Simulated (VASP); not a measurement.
## Y (hcp): computed properties

Calculation: PBEsol GGA, VASP's PBE PAW potentials (set 64) (plane waves; VASP 6.6.1).

```yaml
space_group: P6_3/mmc (194)
cell: a = 3.601 Å, b = 3.601 Å, c = 5.544 Å, α = 90.00°, β = 90.00°, γ = 120.00°
volume_per_atom: 31.13 Å³/atom
band gap (over mesh and band path): none (metal, semimetal or under 0.01 eV)
density: 4.74 g/cm³
```

```cif
data_Y2
_chemical_formula_sum 'Y2'
_space_group_name_H-M_alt 'P 1'
_space_group_IT_number 1
_cell_length_a 3.60090
_cell_length_b 3.60090
_cell_length_c 5.54419
_cell_angle_alpha 90.000
_cell_angle_beta 90.000
_cell_angle_gamma 120.000
loop_
_space_group_symop_operation_xyz
  'x, y, z'
loop_
_atom_site_label
_atom_site_type_symbol
_atom_site_fract_x
_atom_site_fract_y
_atom_site_fract_z
_atom_site_occupancy
Y1 Y 0.33333 0.66667 0.25000 1
Y2 Y 0.66667 0.33333 0.75000 1
```

Measured: a 3.648 Å at 293 K (computed value off by -1.3 %), c 5.732 Å at 293 K (computed value off by -3.3 %), as given by Wikipedia, Yttrium (infobox). The calculation is for a static lattice, while the measured a, c hold thermal and zero-point effects, which are part of the difference.

The compound is Y in the hcp structure. It was relaxed first, which changed the volume by -6 %. Symmetry was kept, so distortions that lower it aren't found.
